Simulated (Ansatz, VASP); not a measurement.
## Zr2NbP3: VASP beside Ansatz

```
CELL_PARAMETERS angstrom
6.06837 0.00000 0.00000
-3.03419 5.25536 0.00000
0.00000 0.00000 3.33124
ATOMIC_POSITIONS crystal
Zr 0.33333 0.66667 0.00000
Zr 0.66667 0.33333 0.00000
Nb 0.00000 0.00000 0.00000
P 0.50000 0.00000 0.50000
P 0.50000 0.50000 0.50000
P 0.00000 0.50000 0.50000
```

Change from the starting cell: species swapped into the DyB2Ru3 type (P6/mmm, No. 191).

Alike in both runs: task single point; functional PBE; k mesh 3 × 3 × 6; occupations gaussian, width 0.1 eV; no spin polarisation.

|  | VASP | Ansatz |
| --- | --- | --- |
| version | VASP 6.6.1 | Ansatz 0.2.0 |
| potentials or method | VASP PAW PBE potentials, release 64 (Zr_sv, Nb_sv, P) | scalar-relativistic, plane waves, PAW |
| plane-wave cutoff (eV) | 520 | 420 |
| valence electrons in the cell | 52 | 52 |

VASP gave:

| Item | Value |
| --- | --- |
| gap on the k mesh at the Fermi level (eV) | none |
| pressure (GPa) | 20.8 |
| largest component of the traceless stress (GPa) | 13.76 |

Problem. Which values does Ansatz return?

Solution. gap on the k mesh at the Fermi level (eV): none; pressure (GPa): 20.8; largest component of the traceless stress (GPa): 13.72.

A gap of «none» marks a metal or a gap that the smearing closes. The functional is the same, so the differences come from potentials, cutoffs and numerics.

Caveats: the k mesh is coarse (spacing up to 0.40 Å⁻¹), so the values aren't converged; so large a pressure means that the cell lies far from this level's equilibrium, or that cutoff or potentials fall short (VASP).
